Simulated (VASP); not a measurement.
Method: PBE GGA, VASP's PBE PAW potentials (set 64) (plane waves; VASP).

The input files of a VASP run:

### KPOINTS
```
Automatic mesh
0
Gamma
6 6 6
0 0 0
```

### POSCAR
```
KBr
1.0
  0.0000000000   3.3000000000   3.3000000000
  3.3000000000   0.0000000000   3.3000000000
  3.3000000000   3.3000000000   0.0000000000
K Br
1 1
Cartesian
  0.0000000000   0.0000000000   0.0000000000
  3.3000000000   3.3000000000   3.3000000000
```

### INCAR
```
SYSTEM = KBr
PREC = Accurate
ENCUT = 400
EDIFF = 1E-6
NELM = 100
ALGO = Normal
LREAL = .FALSE.
LASPH = .TRUE.
ISMEAR = 0
SIGMA = 0.05
GGA = PE
LMAXMIX = 4
LWAVE = .FALSE.
LCHARG = .FALSE.
IBRION = 2
ISIF = 3
NSW = 60
EDIFFG = -0.01
```

POTCAR, in this order: K_sv Br (PBE.64 set). Program: vasp_std.

The run wrote:

OSZICAR:
```
       N       E                     dE             d eps       ncg     rms          rms(c)
DAV:   1     0.858248306957E+02    0.85825E+02   -0.60714E+03   384   0.962E+02
DAV:   2    -0.161598484516E+01   -0.87441E+02   -0.84259E+02   504   0.235E+02
DAV:   3    -0.622904666312E+01   -0.46131E+01   -0.45979E+01   508   0.517E+01
DAV:   4    -0.638599978053E+01   -0.15695E+00   -0.15680E+00   632   0.822E+00
DAV:   5    -0.638761187630E+01   -0.16121E-02   -0.16120E-02   500   0.863E-01    0.313E+00
DAV:   6    -0.621585490687E+01    0.17176E+00   -0.28292E-01   464   0.277E+00    0.229E+00
DAV:   7    -0.620437714489E+01    0.11478E-01   -0.13691E-01   480   0.213E+00    0.106E+00
DAV:   8    -0.621363925100E+01   -0.92621E-02   -0.15373E-02   508   0.101E+00    0.127E-01
DAV:   9    -0.621423614467E+01   -0.59689E-03   -0.62285E-04   500   0.165E-01    0.819E-02
DAV:  10    -0.621470536798E+01   -0.46922E-03   -0.55151E-04   440   0.164E-01    0.171E-02
DAV:  11    -0.621471057107E+01   -0.52031E-05   -0.16109E-05   540   0.259E-02    0.408E-03
DAV:  12    -0.621471391762E+01   -0.33466E-05   -0.42006E-06   452   0.164E-02    0.523E-03
DAV:  13    -0.621471387434E+01    0.43282E-07   -0.33881E-07   384   0.371E-03
   1 F= -.62147139E+01 E0= -.62147139E+01  d E =-.621471E+01
       N       E                     dE             d eps       ncg     rms          rms(c)
DAV:   1    -0.627685035741E+01   -0.62136E-01   -0.12713E+00   428   0.111E+01    0.157E+00
DAV:   2    -0.623191113316E+01    0.44939E-01   -0.10620E-01   508   0.296E+00    0.609E-01
DAV:   3    -0.622025825861E+01    0.11653E-01   -0.34830E-02   668   0.153E+00    0.472E-01
DAV:   4    -0.622048444760E+01   -0.22619E-03   -0.81275E-04   740   0.165E-01    0.205E-01
DAV:   5    -0.622056802258E+01   -0.83575E-04   -0.11452E-03   716   0.198E-01    0.407E-02
DAV:   6    -0.622055061961E+01    0.17403E-04   -0.32061E-05   716   0.495E-02    0.129E-02
DAV:   7    -0.622055030548E+01    0.31413E-06   -0.14699E-06   404   0.915E-03
   2 F= -.62205503E+01 E0= -.62205503E+01  d E =-.583643E-02
       N       E                     dE             d eps       ncg     rms          rms(c)
DAV:   1    -0.626926912096E+01   -0.48719E-01   -0.10541E+00   428   0.100E+01    0.143E+00
DAV:   2    -0.623178566402E+01    0.37483E-01   -0.88466E-02   508   0.269E+00    0.551E-01
DAV:   3    -0.622217396395E+01    0.96117E-02   -0.28910E-02   660   0.139E+00    0.424E-01
DAV:   4    -0.622235690334E+01   -0.18294E-03   -0.67143E-04   744   0.150E-01    0.184E-01
DAV:   5    -0.622242424934E+01   -0.67346E-04   -0.94238E-04   716   0.180E-01    0.364E-02
DAV:   6    -0.622240947851E+01    0.14771E-04   -0.27473E-05   728   0.460E-02    0.115E-02
DAV:   7    -0.622240923289E+01    0.24561E-06   -0.93488E-07   368   0.803E-03
   3 F= -.62224092E+01 E0= -.62224092E+01  d E =-.769536E-02
```

### OUTCAR
```
------------------------ aborting loop because EDIFF is reached ----------------------------------------
  FORCE on cell =-STRESS in cart. coord.  units (eV):
  Direction    XX          YY          ZZ          XY          YZ          ZX
  --------------------------------------------------------------------------------------
  Total        0.0084495      0.0084495      0.0084495      0.0000000      0.0000000      0.0000000
  in kB        0.1799403      0.1799403      0.1799403      0.0000000      0.0000000      0.0000000
  external PRESSURE =       0.1799403 kB  Pullay stress =       0.0000000 kB
  volume of cell :       75.23
      direct lattice vectors                 reciprocal lattice vectors
     0.000000000  3.350639226  3.350639226    -0.149225257  0.149225257  0.149225257
     3.350639226  0.000000000  3.350639226     0.149225257 -0.149225257  0.149225257
     3.350639226  3.350639226  0.000000000     0.149225257  0.149225257 -0.149225257
  FREE ENERGIE OF THE ION-ELECTRON SYSTEM (eV)
  ---------------------------------------------------
  free  energy   TOTEN  =        -6.2224092329 eV

  energy  without entropy=       -6.2224092329  energy(sigma->0) =       -6.22240923

 reached required accuracy - stopping structural energy minimisation
```
(Selected blocks of OUTCAR.)

### CONTCAR
```
KBr
   1.00000000000000
     0.0000000000000000    3.3506392258275826    3.3506392258275826
     3.3506392258275826    0.0000000000000000    3.3506392258275826
     3.3506392258275826    3.3506392258275826    0.0000000000000000
  K               Br
     1     1
Direct
     0.0000000000000000    0.0000000000000000    0.0000000000000000
     0.5000000000000000    0.5000000000000000    0.5000000000000000
```

Energy and stress use the plane-wave basis of the starting cell.

The compound is KBr in the rock salt structure. This run relaxes it. Symmetry was kept, so distortions that lower it aren't found.
